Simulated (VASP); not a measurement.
Input:

```yaml
crystal:
  lattice:
    - [0.00000, 3.06297, 3.06297]
    - [3.06297, 0.00000, 3.06297]
    - [3.06297, 3.06297, 0.00000]
  atoms:
    - { symbol: Cd, position: [0.00000, 0.00000, 0.00000] }
    - { symbol: Se, position: [0.25000, 0.25000, 0.25000] }
```

All values below come from r2SCAN meta-GGA, VASP's PBE PAW potentials (set 64) (plane waves; VASP). Numerical set-up: 480 eV cut-off, 8×8×8 Γ-centred mesh, Gaussian smearing of 0.050 eV, potentials Cd Se.

Stress in GPa, positive for a compressed cell; the cube axes lie along x, y and z, and the ions stay on their sites.

| strain | σxx | σyy | σzz |
|---|---|---|---|
| none | 0.41 | 0.41 | 0.41 |
| εyy = -1.5 % | 1.17 | 1.40 | 1.17 |
| εyy = -2.0 % | 1.44 | 1.73 | 1.44 |
| εxx = +1.5 %, εzz = +1.5 % | -1.17 | -0.91 | -1.17 |

### Question
Fit C11 and C12 to these rows, and predict the stress for εxx = -3.0 %, εyy = -3.0 %, εzz = -3.0 %.

### Answer
Least squares on Δσ_i = −C11 ε_i − C12 (ε_j + ε_k) over all components shown gives C11 = 63 GPa and C12 = 47 GPa, and so σxx, σyy, σzz = 5.12, 5.12, 5.12 GPa. The run gave 6.45, 6.45, 6.45 GPa; the difference holds the non-linear terms and numerical noise.

Left out are shears, moved atoms, failed runs and, from the fit, strains over 2.5 %.

The compound is CdSe in the zinc blende structure, whereas wurtzite is the usual form.
